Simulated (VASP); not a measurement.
Data:

```
LiF
1.0
    0.00000     1.94324     1.94324
    1.94324     0.00000     1.94324
    1.94324     1.94324     0.00000
Li F
1 1
Direct
  0.00000   0.00000   0.00000
  0.50000   0.50000   0.50000
```

Computed with SCAN meta-GGA, VASP's PBE PAW potentials (set 64) (plane waves; VASP). Settings: 520 eV cut-off, 11×11×11 Γ-centred mesh, Gaussian smearing of 0.050 eV, potentials Li_sv F.

Question: Give the stress tensor in GPa (positive for a compressed cell).

Answer: 
```
5.77  0.00  0.00
0.00  5.77  0.00
0.00  0.00  5.77
```
The pressure is its mean diagonal, 5.77 GPa.

The compound is LiF in the rock salt structure. This cell is one point of a volume scan, at 0.94 of the reference volume.
